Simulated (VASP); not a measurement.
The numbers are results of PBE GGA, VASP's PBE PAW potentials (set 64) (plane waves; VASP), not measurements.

The input files of a VASP run:

### POSCAR
```
LiNa31Cl32
1.0
 11.3688618036   0.0000000000   0.0000000000
  0.0000000000  11.3688618036   0.0000000000
  0.0000000000   0.0000000000  11.3688618036
Na Cl Li
31 32 1
Direct
  0.5000000000   0.0000000000   0.0000000000
  0.7500000000   0.2500000000   0.0000000000
  0.7500000000   0.0000000000   0.2500000000
  0.0000000000   0.0000000000   0.0000000000
  0.2500000000   0.2500000000   0.0000000000
  0.5000000000   0.5000000000   0.0000000000
  0.7500000000   0.7500000000   0.0000000000
  0.2500000000   0.0000000000   0.2500000000
  0.5000000000   0.2500000000   0.2500000000
  0.7500000000   0.5000000000   0.2500000000
  0.5000000000   0.0000000000   0.5000000000
  0.7500000000   0.2500000000   0.5000000000
  0.7500000000   0.0000000000   0.7500000000
  0.0000000000   0.5000000000   0.0000000000
  0.2500000000   0.7500000000   0.0000000000
  0.0000000000   0.2500000000   0.2500000000
  0.2500000000   0.5000000000   0.2500000000
  0.5000000000   0.7500000000   0.2500000000
  0.0000000000   0.0000000000   0.5000000000
  0.2500000000   0.2500000000   0.5000000000
  0.7500000000   0.7500000000   0.5000000000
  0.2500000000   0.0000000000   0.7500000000
  0.5000000000   0.2500000000   0.7500000000
  0.7500000000   0.5000000000   0.7500000000
  0.0000000000   0.7500000000   0.2500000000
  0.0000000000   0.5000000000   0.5000000000
  0.2500000000   0.7500000000   0.5000000000
  0.0000000000   0.2500000000   0.7500000000
  0.2500000000   0.5000000000   0.7500000000
  0.5000000000   0.7500000000   0.7500000000
  0.0000000000   0.7500000000   0.7500000000
  0.7500000000   0.2500000000   0.2500000000
  0.0000000000   0.5000000000   0.2500000000
  0.0000000000   0.2500000000   0.5000000000
  0.2500000000   0.2500000000   0.2500000000
  0.4990040000   0.4985410000   0.2501170000
  0.7500000000   0.7500000000   0.2500000000
  0.0000000000   0.0000000000   0.2500000000
  0.4962400000   0.2458510000   0.4969190000
  0.7504130000   0.5041430000   0.5035220000
  0.0000000000   0.7500000000   0.5000000000
  0.7500000000   0.2500000000   0.7500000000
  0.0000000000   0.5000000000   0.7500000000
  0.0000000000   0.2500000000   0.0000000000
  0.2500000000   0.7500000000   0.2500000000
  0.5000000000   0.0000000000   0.2500000000
  0.2510430000   0.4979200000   0.5015500000
  0.5009380000   0.7516920000   0.5003580000
  0.7500000000   0.0000000000   0.5000000000
  0.2500000000   0.2500000000   0.7500000000
  0.5010760000   0.5041520000   0.7514680000
  0.7500000000   0.7500000000   0.7500000000
  0.0000000000   0.0000000000   0.7500000000
  0.5000000000   0.2500000000   0.0000000000
  0.7500000000   0.5000000000   0.0000000000
  0.0000000000   0.7500000000   0.0000000000
  0.2500000000   0.0000000000   0.5000000000
  0.2500000000   0.7500000000   0.7500000000
  0.5000000000   0.0000000000   0.7500000000
  0.2500000000   0.5000000000   0.0000000000
  0.5000000000   0.7500000000   0.0000000000
  0.7500000000   0.0000000000   0.0000000000
  0.2500000000   0.0000000000   0.0000000000
  0.4995290000   0.4975570000   0.5034190000
```

### KPOINTS
```
Automatic mesh
0
Gamma
1 1 1
0 0 0
```

**INCAR**
```
SYSTEM = LiNa31Cl32
PREC = Normal
ENCUT = 400
EDIFF = 1E-5
NELM = 100
ALGO = Fast
LREAL = Auto
LASPH = .TRUE.
ISMEAR = 0
SIGMA = 0.05
GGA = PE
LWAVE = .FALSE.
LCHARG = .FALSE.
NELMIN = 4
ISYM = 0
IBRION = 2
ISIF = 2
NSW = 60
EDIFFG = -0.03
```

POTCAR, in this order: Na_pv Cl Li (PBE.64 set). Program: vasp_gam.

The supercell is sampled at Γ alone, which is coarse: total energies, pressure and levels can be off, energies of defects by several tenths of an eV.

**Question.** Predict the energy per atom (σ→0).

**Answer.** 
| Item | Value |
|---|---|
| energy per atom (σ→0) | -3.395 eV/atom |

OSZICAR:
```
...
RMM:   4    -0.217259486862E+03   -0.24835E-03   -0.39286E-03   702   0.138E-01    0.165E-01
RMM:   5    -0.217259394178E+03    0.92684E-04   -0.12761E-04   544   0.269E-02    0.144E-01
RMM:   6    -0.217259354949E+03    0.39229E-04   -0.28927E-03   668   0.601E-02    0.577E-02
RMM:   7    -0.217259292787E+03    0.62162E-04   -0.85716E-05   468   0.235E-02    0.482E-02
RMM:   8    -0.217259238006E+03    0.54781E-04   -0.90734E-05   446   0.136E-02    0.289E-02
RMM:   9    -0.217259229494E+03    0.85117E-05   -0.38832E-04   610   0.226E-02    0.230E-02
RMM:  10    -0.217259223140E+03    0.63539E-05   -0.13769E-05   300   0.844E-03
   7 F= -.21725922E+03 E0= -.21725922E+03  d E =-.105491E-01
```

The cell is a supercell with a defect, built from NaCl (rock salt): Li_Na. The run is not spin-polarised, so no state with unpaired spins was tried.
